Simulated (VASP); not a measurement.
All values below come from revPBE GGA, VASP's PBE PAW potentials (set 64) (plane waves; VASP).

A VASP calculation is set up with these files.

POSCAR:
```
BaHfO3
4.2261830
  1.0000001024   0.0000000000   0.0000000000
  0.0000000000   1.0000001024   0.0000000000
  0.0000000000   0.0000000000   1.0000001024
Ba Hf O
1 1 3
Cart
  0.0000000000   0.0000000000   0.0000000000
  0.5000000512   0.5000000512   0.5000000512
  0.5000000512   0.0000000000   0.5000000512
  0.0000000000   0.5000000512   0.5000000512
  0.5000000512   0.5000000512   0.0000000000
```

INCAR:
```
SYSTEM = BaHfO3
PREC = Accurate
ENCUT = 520
EDIFF = 1E-7
NELM = 100
ALGO = Normal
LREAL = .FALSE.
LASPH = .TRUE.
ISMEAR = -5
GGA = RE
LMAXMIX = 6
LWAVE = .FALSE.
LCHARG = .TRUE.
LORBIT = 11
NEDOS = 601
ISIF = 2
```

### KPOINTS
```
Automatic mesh
0
gamma
 6 6 6
0 0 0
```

POTCAR, in this order: Ba_sv Hf_pv O (PBE.64 set). Program: vasp_std.

Unless said otherwise, spin-orbit coupling is left out, though it shifts the bands of the heavy elements here.

**Question.** Estimate the energy per atom (σ→0), band gap (on the k-mesh).

**Answer.** 
```json
{
 "energy per atom (σ→0)": "-8.362 eV/atom",
 "band gap (on the k-mesh)": "3.55 eV"
}
```

OSZICAR:
```
...
DAV:  10    -0.418104523977E+02   -0.33462E-03   -0.15568E-02  1152   0.835E-01    0.522E-01
DAV:  11    -0.418102606422E+02    0.19176E-03   -0.10937E-03  1182   0.223E-01    0.227E-01
DAV:  12    -0.418103415473E+02   -0.80905E-04   -0.19366E-04  1189   0.986E-02    0.231E-01
DAV:  13    -0.418103552513E+02   -0.13704E-04   -0.36696E-05  1219   0.417E-02    0.245E-02
DAV:  14    -0.418103561402E+02   -0.88889E-06   -0.22296E-06  1294   0.101E-02    0.860E-03
DAV:  15    -0.418103561162E+02    0.23992E-07   -0.19403E-06  1074   0.997E-03    0.706E-03
DAV:  16    -0.418103561492E+02   -0.33072E-07   -0.94750E-08   863   0.201E-03
   1 F= -.41810356E+02 E0= -.41810356E+02  d E =0.000000E+00
```

The compound is BaHfO3 in the cubic perovskite structure. It was relaxed first.
